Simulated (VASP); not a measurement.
# Sn5Se4S6 (P1) in VASP: notebook, part 2 of 2

VASP 6.6.1. Earlier steps stand in the parts before.

## (3) Relaxation of cell and atoms, PBE+D3(BJ)

This run uses another cell than the first one, of 23.81 Å³/atom, 1.004 times its volume.

INCAR

```
SYSTEM = Sn5Se4S6
PREC     = Accurate       ! precision mode
ENCUT    = 600            ! plane-wave cutoff, eV
EDIFF    = 1E-7           ! SCF threshold, eV
ISMEAR   = 0              ! smearing method
SIGMA    = 0.03           ! smearing width, eV
LREAL    = .False.        ! projectors in reciprocal space
LASPH    = .True.         ! aspherical terms in the spheres
NELM     = 80             ! most SCF steps
ALGO     = Normal         ! electronic algorithm
ISIF     = 3              ! what is computed and relaxed
LWAVE    = .False.        ! write WAVECAR
LCHARG   = .False.        ! write CHGCAR
GGA      = PE             ! functional
IVDW     = 12             ! dispersion correction
IBRION   = 2              ! ionic algorithm
NSW      = 90             ! ionic steps
EDIFFG   = -0.005         ! ionic threshold
KPAR     = 8
```

KPOINTS

```
regular mesh
0
Gamma
  6 6 4
  0 0 0
```

POSCAR

```
Sn5Se4S6                                
1.0
    0.0000562154      0.0068511305     -5.9096698951
    0.0001969469     -6.4692971585      0.0073816869
   -9.3408865826      3.2349289489     -0.0036115142
  Sn              Se              S             
     5     4     6
Direct
     0.0018418717585019    0.8033400905202277    0.5999013110706943
     0.0042454416658630    0.4040048078897590    0.8030462714650446
     0.0010598710658474    0.6021701803864434    0.1971419992895142
     0.0042321766129376    0.1932935223718213    0.4001925546504534
     0.0052738565742324    0.9972967767647509    0.9997419773833512
     0.7305771821574021    0.4660261128276319    0.6012952363554910
     0.7288190416985422    0.0668683132421555    0.8000746664503589
     0.7306365591248627    0.2643071482260628    0.1992904211316633
     0.2760477024873144    0.5342394221020023    0.3995414741955006
     0.7559143240578918    0.8654995703424054    0.3977438762517834
     0.7550981741872980    0.6680689176649345    0.0015851679587427
     0.2510339132846460    0.1342682867870798    0.6016786716145944
     0.2512486575209102    0.3335306545685314    0.9983167053998580
     0.2525324112903740    0.9317868666913754    0.1984732274117027
     0.2514388165133769    0.7352993296148118    0.8019764393712469
```

Potentials or basis: VASP PAW PBE potentials, release 64 (Sn_d, Se, S).

The run is started by

```console
$ cat potpaw_PBE.64/Sn_d/POTCAR potpaw_PBE.64/Se/POTCAR potpaw_PBE.64/S/POTCAR > POTCAR
$ mpirun -np 8 vasp_std > vasp.out
```

OUTCAR:

```text
SYSTEM = Sn5Se4S6
   PREC = Accurate
   ENCUT = 600
   EDIFF = 1E-7
   ISMEAR = 0
   LREAL = .False.
   LASPH = .True.
   NELM = 80
   ISIF = 3
   GGA = PE
   IVDW = 12
   IBRION = 2
   NSW = 90
   EDIFFG = -0.005
 IVDW          = 12

 ion  position               nearest neighbor table
   1  0.002  0.803  0.600-  12 2.59  10 2.61  15 2.63   7 2.69   9 2.71   6 2.71   4 3.68   5 3.74
                             2 3.74   2 3.76
   2  0.004  0.404  0.803-  13 2.58  15 2.59  11 2.60  12 2.62   6 2.70   7 2.71   3 3.68   5 3.69
                             1 3.74   5 3.75   1 3.76
   3  0.001  0.602  0.197-  11 2.56  14 2.59  10 2.59  13 2.62   8 2.71   9 2.72   2 3.68   5 3.69
                             4 3.69   5 3.76
   4  0.004  0.193  0.400-  10 2.57  12 2.60  14 2.61   8 2.72   6 2.72   9 2.73   1 3.68   3 3.69
                             5 3.74
   5  0.005  0.997  1.000-  15 2.58  14 2.59  11 2.59  13 2.62   8 2.70   7 2.71   3 3.69   2 3.69
                             1 3.74   4 3.74   2 3.75   3 3.76
   6  0.731  0.466  0.601-   2 2.70   1 2.71   4 2.72
   7  0.729  0.067  0.800-   1 2.69   2 2.71   5 2.71
[... 513 lines left out ...]

 number of electron     130.0000008 magnetization

 Free energy of the ion-electron system (eV)
  ---------------------------------------------------
  ext. energy  EPLUGINS =         0.00000000
  ---------------------------------------------------
  free energy    TOTEN  =       -63.00108176 eV

  energy without entropy =      -63.00108176  energy(sigma->0) =      -63.00108176

 E-fermi :   4.8636     XC(G=0):  -9.6052

 val. band max:        4.6700458817   @ k =  -0.0000  -0.0000   0.5000
 cond. band min:       5.5593031582   @ k =   0.3333   0.0000   0.5000
 fundamental gap:      0.8892572765
 Fermi energy:         4.8635926130

 k-point     1 :       0.0000    0.0000    0.0000
  band No.  band energies     occupation
      1     -16.5971      2.00000
      2     -16.5943      2.00000
      3     -16.5885      2.00000
      4     -16.5835      2.00000
      5     -16.5533      2.00000
      6     -16.5519      2.00000
[... 1909 lines left out ...]
     76       9.4706      0.00000
     77       9.5206      0.00000

 [... further k-points ...]

 [bands above 77 left out]

------------------------ aborting loop because EDIFF is reached ----------------------------------------

 Edisp (eV)   -5.12721

 E8    (eV) :    -2.1587
[... 38 lines left out ...]
  FREE ENERGIE OF THE ION-ELECTRON SYSTEM (eV)
  ---------------------------------------------------
  free  energy   TOTEN  =       -68.1282930396 eV

  energy  without entropy=      -68.1282930396  energy(sigma->0) =      -68.12829304

 reached required accuracy - stopping structural energy minimisation
```

CONTCAR:

```text
Sn5Se4S6
   1.00000000000000
    -0.0003667801032353    0.0093172841670451   -5.9115707412222189
     0.0001832410435924   -6.4693750176203544    0.0100834251230370
    -9.3409124740642007    3.2349473239115576   -0.0056309984607954
  Sn              Se              S
     5     4     6
Direct
     0.0014723252577913    0.8031922332454099    0.5998360974290531
[... 20 lines left out ...]
  0.00000000E+00  0.00000000E+00  0.00000000E+00
  0.00000000E+00  0.00000000E+00  0.00000000E+00
  0.00000000E+00  0.00000000E+00  0.00000000E+00
  0.00000000E+00  0.00000000E+00  0.00000000E+00
  0.00000000E+00  0.00000000E+00  0.00000000E+00
  0.00000000E+00  0.00000000E+00  0.00000000E+00
  0.00000000E+00  0.00000000E+00  0.00000000E+00
  0.00000000E+00  0.00000000E+00  0.00000000E+00
  0.00000000E+00  0.00000000E+00  0.00000000E+00
  0.00000000E+00  0.00000000E+00  0.00000000E+00
```

Wall time 31 min (8 MPI ranks of AMD EPYC 9R45 (Zen 5), shared host); peak memory 1.9 GiB.

Results:

* Free energy: -68.1283 eV
* Relaxed volume: 23.82 Å³/atom
* Relaxed cell: a = 5.912 Å, b = 6.469 Å, c = 9.885 Å, α = 109.10°, β = 89.93°, γ = 90.18°
* Space group after relaxing (to 0.05 Å): P1 (No. 1)
* Energy gained by relaxing: 0.0 meV/atom
* Ionic steps: 11
* Pressure after relaxing: 0.0 GPa
* Largest force after relaxing: 0.005 eV/Å
* Band gap on the k mesh: 0.89 eV, indirect (least direct gap 1.20 eV)
* Dispersion energy per atom: -0.342 eV

Forces on the atoms (eV/Å):
```
Sn   0.000 -0.003 -0.001
Sn   0.001 -0.002 -0.001
Sn  -0.001  0.001 -0.002
Sn  -0.001  0.005 -0.001
Sn   0.002  0.000  0.000
Se   0.004  0.001  0.002
Se  -0.003  0.000  0.001
Se   0.000  0.000 -0.002
Se  -0.001 -0.001  0.000
S   -0.002  0.001 -0.001
S    0.000  0.003  0.002
S   -0.003 -0.001  0.000
S    0.000 -0.002  0.000
S    0.004 -0.001 -0.001
S    0.001  0.000  0.003
```

The path:
| step | energy change (eV) | largest force (eV/Å) | pressure (GPa) | volume (Å³) |
| --- | --- | --- | --- | --- |
| 1 | 0.0000 | 0.0089 | 0.01 | 357.11 |
| 2 | 0.0000 | 0.0068 | 0.00 | 357.16 |
| 3 | 0.0000 | 0.0106 | -0.02 | 357.25 |
| 4 | 0.0000 | 0.0104 | -0.02 | 357.23 |
| 5 | -0.0001 | 0.0111 | 0.00 | 357.19 |
| 6 | -0.0001 | 0.0137 | 0.02 | 357.10 |
| 7 | -0.0001 | 0.0131 | 0.01 | 357.13 |
| 8 | -0.0001 | 0.0094 | 0.01 | 357.15 |
| 9 | -0.0001 | 0.0081 | 0.00 | 357.23 |
| 10 | -0.0001 | 0.0059 | 0.00 | 357.23 |
| 11 | -0.0002 | 0.0049 | 0.00 | 357.23 |

Final structure:
```yaml
crystal:
  lattice:
    - [-0.00037, 0.00932, -5.91157]
    - [0.00018, -6.46938, 0.01008]
    - [-9.34091, 3.23495, -0.00563]
  atoms:
    - { symbol: Sn, position: [0.00147, 0.80319, 0.59984] }
    - { symbol: Sn, position: [0.00341, 0.40380, 0.80309] }
    - { symbol: Sn, position: [0.00152, 0.60230, 0.19712] }
    - { symbol: Sn, position: [0.00513, 0.19354, 0.40019] }
    - { symbol: Sn, position: [0.00502, 0.99728, 0.99976] }
    - { symbol: Se, position: [0.73058, 0.46553, 0.60113] }
    - { symbol: Se, position: [0.72832, 0.06624, 0.80004] }
    - { symbol: Se, position: [0.73108, 0.26446, 0.19957] }
    - { symbol: Se, position: [0.27646, 0.53487, 0.39964] }
    - { symbol: S, position: [0.75651, 0.86561, 0.39754] }
    - { symbol: S, position: [0.75499, 0.66802, 0.00186] }
    - { symbol: S, position: [0.25073, 0.13435, 0.60185] }
    - { symbol: S, position: [0.25098, 0.33344, 0.99807] }
    - { symbol: S, position: [0.25296, 0.93217, 0.19837] }
    - { symbol: S, position: [0.25083, 0.73520, 0.80194] }
```

Caveat: spin-orbit coupling is left out, which moves the levels of the heavy elements. A k mesh can miss the band edges.
